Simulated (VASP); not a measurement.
Here is the system:

```xyz
5
Lattice="1.9197 -3.3250 0.0000 1.9197 3.3250 0.0000 0.0000 0.0000 5.9804" Properties=species:S:1:pos:R:3 pbc="T T T"
La     1.9197     1.1083     1.4701
La     1.9197    -1.1083     4.5103
O      0.0000     0.0000     0.0000
O      1.9197     1.1083     3.8647
O      1.9197    -1.1083     2.1157
```

The numbers are results of PBE GGA with D3 dispersion (zero damping), VASP's PBE PAW potentials (set 64) (plane waves; VASP), not measurements. Numerical set-up: 520 eV cut-off, 7×7×4 Γ-centred mesh, Gaussian smearing of 0.050 eV, potentials La O.

Task: The ions and cell shape at fixed volume are relaxed. Give the cell that the relaxation ends in.

Result: 
```xyz
5
Lattice="1.9407 -3.3614 0.0000 1.9407 3.3614 0.0000 0.0000 0.0000 5.8515" Properties=species:S:1:pos:R:3 pbc="T T T"
La     1.9407     1.1205     1.4103
La     1.9407    -1.1205     4.4412
O      0.0000     0.0000     0.0000
O      1.9407     1.1205     3.7991
O      1.9407    -1.1205     2.0524
```
Space group P-3m1 (164), at a tolerance of 0.03 Å.

Task: How much energy does the relaxation gain?

Result: The energy (σ→0) changes by -4.9 meV/atom, in 10 ionic steps.

```
step  E(σ→0) (eV)  max force (eV/Å)  pressure (GPa)  volume (Å³)
----  -----------  ----------------  --------------  -----------
1        -42.6106             0.494            9.67        76.34
2        -42.6283             0.095            8.50        76.34
3        -42.6284             0.108            8.42        76.34
4        -42.6323             0.104            8.25        76.34
5        -42.6336             0.102            8.08        76.34
6        -42.6349             0.047            7.95        76.34
7        -42.6352             0.021            7.85        76.34
8        -42.6352             0.018            7.86        76.34
9        -42.6352             0.010            7.90        76.34
10       -42.6352             0.001            7.88        76.34
```

The compound is La2O3 in the a-type structure. This cell is one point of a volume scan, at 0.94 of the reference volume. Symmetry was kept, so distortions that lower it aren't found.
